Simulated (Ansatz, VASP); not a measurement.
**Cross-check of ZrTeSe (1T-ZrSeTe, 1 layer) between VASP and Ansatz**

One calculation is typed for both programs; each brings its own data sets. How far apart do they land? The structure shown is the start of the Ansatz relaxation below; VASP solves that cell, so the two are compared at the walk's first step.

Main program and level: Ansatz 0.2.0; plane waves, with VASP 6.6.1 beside it; single point at PBE.

## Step 1: The structure

The cell holds 3 atoms: 1 Te, 1 Zr and 1 Se. Its edges and angles: a = 3.885 Å, b = 3.885 Å, c = 25.622 Å, α = 90.0°, β = 90.0°, γ = 120.0°. Vacuum lies along c.

## Step 2: Ansatz: relaxation, PBE

Ansatz runs on its default PAW (the set named soft_2) files.

The two programs are compared at the cell with which this relaxation starts, whose forces are those of its first step.

Contents of input.yaml:

```yaml
crystal:
  lattice:
    - [3.885, 0.0, 0.0]
    - [-1.9425, 3.3645086937, 0.0]
    - [0.0, 0.0, 25.621984967]
  atoms:
    - { symbol: Te, position: [0.6666666667, 0.3333333333, 0.4293188063] }
    - { symbol: Zr, position: [0.0, 0.0, 0.5055957578] }
    - { symbol: Se, position: [0.3333333333, 0.6666666667, 0.5706811937] }
kpoints:
  mp_grid: { grid: [12, 12, 1] }
hamiltonian:
  xc: pbe
scf:
  occupations: { method: fermi_dirac, width: 0.05 }
  convergence: { dr2_threshold: 1.0e-08 }
efield:
  axis: 3
  dipole_correction: true
  ramp_position: 0.97
  ramp_width: 0.04
relax:
  f_tol: 0.01
  cell: { fix: [c, alpha, beta] }
output:
  write_potential: true
  write_density: true
  volumetric_format: npy
```

The run is started by

```bash
ansatz run input.yaml --threads 4 --pin off --max-ram 8192MiB --backend cpu --events-out ev --progress --plain --runs-dir out
```

Numbers of over 12 decimals in the logs are rounded to 6 here.

The log of the run:

```text
Warning: relax.cell: scf.convergence.dr2_threshold = 1e-8 eV is looser than the 3e-10 eV advised for a relaxation that steers and ends on the stress (1e-10 eV for each atom of the cell: 3). What an SCF threshold leaves in a stress goes as its square root, and in the free energy as the threshold itself, and one threshold admits the most on a small cell: [figures from the program's tests cut] Set scf.convergence.dr2_threshold to 3e-10 eV or tighter. The threshold is an SCF's pass mark: one that does not reach it within its budget of iterations ends unconverged, or closes short of it on a stop that the run arms, and scf.convergence.dr2_threshold's page says what that costs each kind of run
Engine: ansatz 0.2.0, aarch64-unknown-linux-gnu
Pseudopotentials: kind: paw
Pseudopotential: Te, paw, valence charge 16, recommended cutoff 420 eV (normal), Te.paw.azcp
Pseudopotential: Zr, paw, valence charge 12, recommended cutoff 420 eV (normal), Zr.paw.azcp
Pseudopotential: Se, paw, valence charge 16, recommended cutoff 420 eV (normal), Se.paw.azcp
Functional definition: PBE
  parameter kappa = 0.804
  parameter beta = 0.066725
  exchange = pbe_x(kappa = kappa, mu = beta*pi^2/3)
  correlation = pbe_c(beta = beta)
Crystal: 3 atoms, lattice volume = 334.908 Å³
Basis set: ecut = 420 eV, 6613 PW (Γ), exchange–correlation on 54×54×360 points (8 copies of the dense FFT grid, shifted against one another)
Bands: 27, of which v1, the nominal top of the filled ones, is band 22 counted from 1 (21 counted from 0)
Symmetry: 6 space group operations
Space group: P3m1 (ITA 156), of the structure as read, at distance tolerance 6.9e-5 Å
k-points: 19 of 144 (time reversal used)
Non-local potential: Te, projectors of the file, l = 0: 2, l = 1: 2, l = 2: 2, l = 3: 2
Non-local potential: Zr, projectors of the file, l = 0: 3, l = 1: 2, l = 2: 2, l = 3: 2
Non-local potential: Se, projectors of the file, l = 0: 2, l = 1: 2, l = 2: 3, l = 3: 1
PAW form: soft (Blöchl's): semilocal exchange-correlation on the pseudo side does not see the compensation charge
PAW one-centre angular grid: Te, 590 points (default); XC on 64 Gauss nodes
PAW one-centre angular grid: Zr, 590 points (default); XC on 64 Gauss nodes
PAW one-centre angular grid: Se, 590 points (default); XC on 64 Gauss nodes
Initial density: superposition of atomic densities (neutral atoms: chi_scale 0, normalization atom), corrected by the library's trained network
Initial wavefunctions: pseudopotential atomic-orbital guess
Functional: x = pbe(κ = 0.804, μ = 0.219515), c = pbe(β = 0.066725)
SCF iter   1: F=—  HF=-16636.098332 eV  |F-HF|=—  |Δ(HF+E_count)|=         —  Δρ=1.52e-3  dr2=8.60e-2  ethr=1.77e-3  p=-0.052 e·Å  D=-2.80e-2 V/Å  ΔV_dip=0.72 eV  dr2_dipole=1.97e-2  V_vac-E_F(+/−)=5.28/4.57 eV  ⟨swp⟩=7.9  Hψ=2464  notcnv=0
efield: sawtooth ramp at fractional position 0.9700 (set: `efield.ramp_position`, or a place that a band, a saddle search or an elastic batch's reference lends), width 0.0400; the density the first Hamiltonian is built on has a dipole p = -0.052 e·Å; the dipole correction subtracts the counter field D = -2.80e-2 V/Å, which shifts the + side's vacuum level by +0.72 eV against the − side's; the planar-averaged density in the ramp window peaks in size at 6.4e-6 e/Å³
preconditioner: auto → LDOS  [metal: Δε(μ)=0.034 eV  Ē_g=6.932 eV  σ=0.050 eV  W_gap=0.17  n_scr=44 (ndim 8)  ℏωp=8.1 eV  f_vac=0.714  D(μ)=1.07/eV (n_scr^D=6)  β→1.0]
SCF iter   2: F=—  HF=-16636.105668 eV  |F-HF|=—  |Δ(HF+E_count)|=   7.34e-3  Δρ=1.90e-3  dr2=1.20e-1  ethr=1.95e-4  p=0.002 e·Å  D=1.33e-3 V/Å  ΔV_dip=-0.03 eV  dr2_dipole=2.12e-2  V_vac-E_F(+/−)=5.18/5.21 eV  ⟨swp⟩=3.4  Hψ=1020  notcnv=0  defer=1
SCF iter   3: F=—  HF=-16636.091559 eV  |F-HF|=—  |Δ(HF+E_count)|=   1.41e-2  Δρ=5.55e-4  dr2=7.05e-3  ethr=1.95e-4  p=-0.019 e·Å  D=-1.02e-2 V/Å  ΔV_dip=0.26 eV  dr2_dipole=1.32e-3  V_vac-E_F(+/−)=5.20/4.94 eV  ⟨swp⟩=2.4  Hψ=664  notcnv=0  defer=1
SCF iter   4: F=—  HF=-16636.091029 eV  |F-HF|=—  |Δ(HF+E_count)|=   5.30e-4  Δρ=1.03e-4  dr2=8.29e-5  ethr=1.60e-5  p=-0.026 e·Å  D=-1.41e-2 V/Å  ΔV_dip=0.36 eV  dr2_dipole=6.69e-6  V_vac-E_F(+/−)=5.22/4.86 eV  ⟨swp⟩=2.0  Hψ=610  notcnv=0  defer=1
SCF iter   5: F=—  HF=-16636.091051 eV  |F-HF|=—  |Δ(HF+E_count)|=   2.24e-5  Δρ=3.09e-5  dr2=7.01e-6  ethr=1.88e-7  p=-0.025 e·Å  D=-1.36e-2 V/Å  ΔV_dip=0.35 eV  dr2_dipole=5.74e-7  V_vac-E_F(+/−)=5.21/4.86 eV  ⟨swp⟩=3.1  Hψ=979  notcnv=0  defer=1
[...]
SCF 4 converged in 6 iterations: F = -16636.240294 eV  dr2 = 2.49e-9
relax step   4: F+E_penalty+E_count = -16636.24029391 eV  Δ(F+E_penalty+E_count) = -1.698e-4 eV  max|allowed force component| = 1.546e-3 eV/Å  Δτ_max = 0.0045 Å  P = -0.002 GPa  Ω = 335.559 Å³  energy of the carried Pulay correction = -1.827e-5 eV  fix = [c, alpha, beta]  reactions: c -0.003 GPa  (6 SCF iters, accepted)
Initial wavefunctions: pseudopotential atomic-orbital guess (no wavefunctions were taken with the density)
iter 1 solved again at ethr=5.45e-7 eV; its pass at ethr=3.10e-3 eV (dr2=2.40e-4 eV) is discarded
SCF iter   1: F=—  HF=-16636.238748 eV  |F-HF|=—  |Δ(HF+E_count)|=         —  Δρ=5.71e-5  dr2=2.35e-7  ethr=5.45e-7  p=-0.001 e·Å  D=-6.07e-4 V/Å  ΔV_dip=0.02 eV  dr2_dipole=7.25e-10  V_vac-E_F(+/−)=4.92/4.90 eV  ⟨swp⟩=3.9  Hψ=3809  notcnv=0
efield: sawtooth ramp at fractional position 0.9700 (set: `efield.ramp_position`, or a place that a band, a saddle search or an elastic batch's reference lends), width 0.0400; the density the first Hamiltonian is built on has a dipole p = -0.001 e·Å; the dipole correction subtracts the counter field D = -6.07e-4 V/Å, which shifts the + side's vacuum level by +0.02 eV against the − side's; the planar-averaged density in the ramp window peaks in size at 5.3e-6 e/Å³
eigensolver tolerance schedule: the retry pair's looser diagonalisation over-reported the residual by 1020.82 of it (diagonalisation noise at 0.22 of the residual, at the tolerance the schedule requests for it); recorded, not acted on — ethr = c·dr2/N_el stays at c = 1.0e-1
preconditioner: auto → LDOS  [insulator: Δε(μ)=0.185 eV  Ē_g=7.246 eV  σ=0.050 eV  W_gap=0.63  n_scr=44 (ndim 8)  ℏωp=8.1 eV  f_vac=0.722  D(μ)=0.57/eV (n_scr^D=4)  ε∞_Penn≈2.3  β→1.0]
SCF iter   2: F=—  HF=-16636.240312 eV  |F-HF|=—  |Δ(HF+E_count)|=   1.56e-3  Δρ=1.99e-6  dr2=4.63e-8  ethr=5.33e-10  p=-0.001 e·Å  D=-5.95e-4 V/Å  ΔV_dip=0.02 eV  dr2_dipole=5.81e-9  V_vac-E_F(+/−)=4.92/4.90 eV  ⟨swp⟩=3.1  Hψ=1143  notcnv=0
SCF iter   3: F=—  HF=-16636.240312 eV  |F-HF|=—  |Δ(HF+E_count)|=   6.47e-7  Δρ=2.35e-6  dr2=1.81e-7  ethr=2.27e-11  p=-0.001 e·Å  D=-6.23e-4 V/Å  ΔV_dip=0.02 eV  dr2_dipole=2.95e-8  V_vac-E_F(+/−)=4.92/4.90 eV  ⟨swp⟩=13.3  Hψ=3857  notcnv=0  recentre
SCF iter   4: F=-16636.240312 eV  HF=-16636.240311 eV  |F-HF|=1.08e-6  |Δ(HF+E_count)|=   4.38e-7  Δρ=5.78e-7  dr2=2.77e-9  ethr=2.27e-11  p=-0.001 e·Å  D=-6.04e-4 V/Å  ΔV_dip=0.02 eV  dr2_dipole=3.77e-10  V_vac-E_F(+/−)=4.92/4.90 eV  ⟨swp⟩=7.2  Hψ=3290  notcnv=0
SCF 5 converged in 4 iterations: F = -16636.240312 eV  dr2 = 2.77e-9
relax step   5: F+E_penalty+E_count = -16636.24031217 eV  Δ(F+E_penalty+E_count) = -1.826e-5 eV  max|allowed force component| = 1.563e-3 eV/Å  Δτ_max = 0.0000 Å  P = -0.002 GPa  Ω = 335.559 Å³  fix = [c, alpha, beta]  reactions: c -0.002 GPa  stress off target by 1.15e-3 GPa on what of the cell is left free  SCF on the basis re-selected at this cell (its energy is not comparable with the rows above)  (4 SCF iters)
basis re-selected at this cell: Δ(F+E_penalty+E_count) = -1.826e-5 eV, ΔP = +0.000 GPa vs the last step (what re-selecting the basis moved, of the pressure what is left beyond the Pulay correction that the steps carried, after the strain that the cell walked since its last selection, with what the two solves' SCF thresholds leave and, on support functions, any second-order correction that the steps lacked; it is no m [...]
WARN: The input density's exchange-correlation potential varies sharply where the density is thin. Do not read a vacuum level from v_tot or v_xc, or from such a field of the output density. On a cell that repeats whose density bears no net charge and no dipole along the vacuum's axis use v_es (v_loc + v_h of the components); under efield.dipole_correction with no amplitude use v_es + v_field, which holds any external [...]
SCF converged after 4 iterations
Free energy (F): -16636.240312 eV
Harris-Foulkes:  -16636.240311 eV  (|F-HF|=1.08e-6)
Internal energy: -16636.235481 eV  (E = F + TS)
E sigma→0 (E₀):  -16636.237897 eV
Entropy (-TS):   -0.004831 eV (-1.610 meV/atom)
Fermi energy:    -1.282360 eV
Dipole field:    D = -0.000624 V/Å  (p = -0.001158 e·Å, saw-weighted, corrected)
Work function:   Φ+ = 4.9204 eV   Φ− = 4.9044 eV
Levels:          The Fermi level and band energies are counted from a zero that moves with the ramp; work functions are not
--- Per-component energies (eV) ---
  E_band       = -1238.700393
  E_kinetic    = 630.736864
  E_local      = -40467.886464  (includes V_loc(G=0)·N_el)
  E_nonlocal   = -827.385279
  E_hartree    = 20029.889236
  E_xc         = -390.289007
  E_vxc        = -393.299841  (∫ρ·V_xc dr)
  E_paw        = -9527.154157  (= ΣΔE_a)
  E_vpaw       = -240.648942  (= ΣTr[D̂ρ^β])
  E_aug_tail   = -0.000750  (compensation charges beyond the density's cutoff)
  E_efield     = 0.000000  (sawtooth field / dipole correction)
  E_vefield    = 0.008015  (∫n·V_field dr)
  E_ewald      = 13915.854076
  E_smearing   = -0.004831  (= −TS)
  E_closure    = 0.000000  (closes the sum)
  Σ components = -16636.240312   (vs F -16636.240312, Δ=0.00e0)
--- Forces (eV/Å), atoms counted from 1 ---
  atom   1  Te    -0.00000000     0.00000000     0.00156558
  atom   2  Zr     0.00000000    -0.00000000    -0.00018092
  atom   3  Se     0.00000000    -0.00000000    -0.00137665
  max |Σ_I F_I| component: 8.00e-6 eV/Å
--- Stress (GPa, compression-positive) ---
       -0.001153       0.000000       0.000000
        0.000000      -0.001153       0.000000
        0.000000       0.000000      -0.002390
  P = ⅓ Tr σ = -0.0016 GPa (-0.016 kbar)
--- Band table (eV; the first three rows and the last of 19) ---
  k-point 0: bands = [... 18 lower, -4.0810, -2.8850, -1.0696, -1.0696, -0.6350, -0.6350, -0.1292, 2.4741, ... 1 higher]
  k-point 1: bands = [... 18 lower, -4.0590, -2.7185, -1.7685, -1.4310, -0.5310, -0.2606, 0.0919, 2.1309, ... 1 higher]
  k-point 2: bands = [... 18 lower, -4.0118, -2.9197, -2.4157, -1.8544, -0.6618, 0.1811, 0.3698, 1.7065, ... 1 higher]
  k-point 18: bands = [... 18 lower, -4.8353, -3.7878, -3.7304, -3.4805, 0.1098, 0.3899, 0.5617, 2.0755, ... 1 higher]
--- Relaxed structure (4 steps of the walk, 4 accepted, 1 SCFs on fresh bases) ---
  F+E_penalty+E_count = -16636.24031217 eV   max|allowed force component| = 1.563e-3 eV/Å   (the final SCF, on the basis selected at the relaxed cell)
  cell:  # Å, volume = 335.5593 Å³
    - [3.888776, 0.0, 0]
    - [-1.944388, 3.367779, 0]
    - [0, 0, 25.621984967]
  atoms:
    - { symbol: Te, position: [0.666667, 0.333333, 0.433514] }
    - { symbol: Zr, position: [7.59798903626655e-19, 0, 0.507152] }
    - { symbol: Se, position: [0.333333, 0.666667, 0.564929] }
```

Reading the cycles: dr2 is the Hartree energy of the density residual (eV), the measure of convergence; HF is the Harris–Foulkes estimate of the energy, which meets the free energy F at convergence.

## Step 3: VASP: single point, PBE, start cell

The same cell, functional, mesh and smearing now go to VASP, with its own data sets.

Lines of VASP's logs that name or quote its potential files are left out, and so is its time.

Contents of INCAR:

```
SYSTEM = ZrTeSe
PREC = Accurate
ENCUT = 400
EDIFF = 1E-06
NELM = 120
ISMEAR = -1
SIGMA = 0.05
LREAL = .FALSE.
ALGO = Normal
GGA = PE
NBANDS = 18
LASPH = .TRUE.
LORBIT = 11
LWAVE = .FALSE.
LCHARG = .FALSE.
ISIF = 2
LDIPOL = .TRUE.
IDIPOL = 3
DIPOL = 0.5 0.5 0.502
LVHAR = .TRUE.
GGA_COMPAT = .FALSE.
NELMDL = -8
```

Contents of POSCAR:

```
ZrTeSe
1.0
    3.8850000000      0.0000000000      0.0000000000
   -1.9425000000      3.3645090000      0.0000000000
    0.0000000000      0.0000000000     25.6219850000
Te Zr Se
1 1 1
Direct
    0.6666666667      0.3333333333      0.4293188057
    0.0000000000      0.0000000000      0.5055957608
    0.3333333333      0.6666666667      0.5706811943
```

Contents of KPOINTS:

```
Automatic mesh
0
Gamma
12 12 1
0 0 0
```

PAW data sets: Te, Zr_sv and Se (PBE family, release 64).

The run is started by

```bash
mpirun -np 1 vasp_std
```

The log of the run:

```text
[banner, memory and clock lines left out]
running    1 mpi-ranks, on    1 nodes
 distrk:  each k-point on    1 cores,    1 groups
 distr:  one band on    1 cores,    1 groups

 POSCAR found type information on POSCAR TeZrSe
 POSCAR found :  3 types and       3 ions
 LDA part: xc-table for (Slater+PW92), standard interpolation
 POSCAR, INCAR and KPOINTS ok, starting setup
 FFT: planning ... GRIDC
 FFT: planning ... GRID_SOFT
 FFT: planning ... GRID
 WAVECAR not read
 entering main loop
       N       E                     dE             d eps       ncg     rms          rms(c)
DAV:   1     0.129262703118E+03    0.12926E+03   -0.90158E+03   900   0.791E+02
DAV:   2    -0.473525013957E+01   -0.13400E+03   -0.13169E+03   920   0.188E+02
DAV:   3    -0.193088203560E+02   -0.14574E+02   -0.14437E+02  1244   0.542E+01
DAV:   4    -0.199279795389E+02   -0.61916E+00   -0.61776E+00  1024   0.926E+00
DAV:   5    -0.199481473660E+02   -0.20168E-01   -0.20152E-01  1128   0.168E+00
DAV:   6    -0.199484771915E+02   -0.32983E-03   -0.32973E-03   982   0.222E-01
DAV:   7    -0.199484862989E+02   -0.91074E-05   -0.91065E-05  1088   0.322E-02
DAV:   8    -0.199484865409E+02   -0.24203E-06   -0.24212E-06   934   0.528E-03    0.108E+01
DAV:   9    -0.185205213678E+02    0.14280E+01   -0.71273E+00   838   0.126E+01    0.539E+00
DAV:  10    -0.184206154125E+02    0.99906E-01   -0.12995E+00   790   0.482E+00    0.239E+00
DAV:  11    -0.183864633993E+02    0.34152E-01   -0.25112E-01   836   0.253E+00    0.828E-01
DAV:  12    -0.183854338038E+02    0.10296E-02   -0.23139E-02   960   0.855E-01    0.345E-01
DAV:  13    -0.183843664396E+02    0.10674E-02   -0.26731E-03   960   0.364E-01    0.200E-01
DAV:  14    -0.183838779148E+02    0.48852E-03   -0.63179E-04  1040   0.147E-01    0.964E-02
[...]
DAV:  18    -0.183838765735E+02   -0.24246E-03   -0.48852E-05   866   0.264E-02    0.993E-03
DAV:  19    -0.183839244827E+02   -0.47909E-04   -0.30791E-06   860   0.925E-03    0.588E-03
DAV:  20    -0.183840079123E+02   -0.83430E-04   -0.42979E-06   880   0.863E-03    0.513E-03
DAV:  21    -0.183840282402E+02   -0.20328E-04   -0.31626E-07   728   0.276E-03    0.233E-03
DAV:  22    -0.183840544176E+02   -0.26177E-04   -0.11769E-06   770   0.378E-03    0.160E-03
DAV:  23    -0.183840641205E+02   -0.97029E-05   -0.32684E-07   668   0.187E-03    0.733E-04
DAV:  24    -0.183840673682E+02   -0.32477E-05   -0.10563E-07   638   0.915E-04    0.441E-04
DAV:  25    -0.183840683491E+02   -0.98089E-06   -0.21494E-08   552   0.529E-04
   1 F= -.18384068E+02 E0= -.18380020E+02  d E =-.809600E-02
```

[end of part 1 of 2]

[Lines on the potential files, build, host, timing and source positions are cut from VASP's logs without a mark.]

[Logs are printed without paths, hosts, clocks, repeated set-up lines and the standing remarks that a program may print on its own settings, such as how far it seeks lower states.]

[Hosts, paths, dates, database ids (printed as entryN), source tags and the programs' standing remarks are cut or masked in the printed files.]
